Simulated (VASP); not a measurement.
NaCu:

```
Na Cu
1.0
     2.94224    0.00000    0.00000
     0.00000    2.94224    0.00000
     0.00000    0.00000    4.04091
Na Cu
1 1
Direct
  0.00000 0.00000 0.00000
  0.50000 0.50000 0.50000
```

The cell was built by a generator and needn't be a form met in nature.

Base run:

| Item | Value |
| --- | --- |
| Program | VASP 6.6.1 |
| Functional | TPSS |
| Potentials or basis | VASP PAW PBE potentials, release 64 (Na_pv, Cu) |
| Cutoff | 520 eV |
| k mesh | 9 × 9 × 7 |
| Occupations | fermi-dirac, width 0.05 eV |
| Spin | no spin polarisation |

Its results: pressure 2.0 GPa.

Q: After a change of settings the same cell gave: pressure 1.5 GPa. Which change was it?
A. functional from TPSS to BLYP
B. functional from TPSS to AM05
C. functional from TPSS to PBE
D. functional from TPSS to RPBE

A: B.

Caveats: the PAW data sets were made with another functional, which shifts forces and pressure a little.
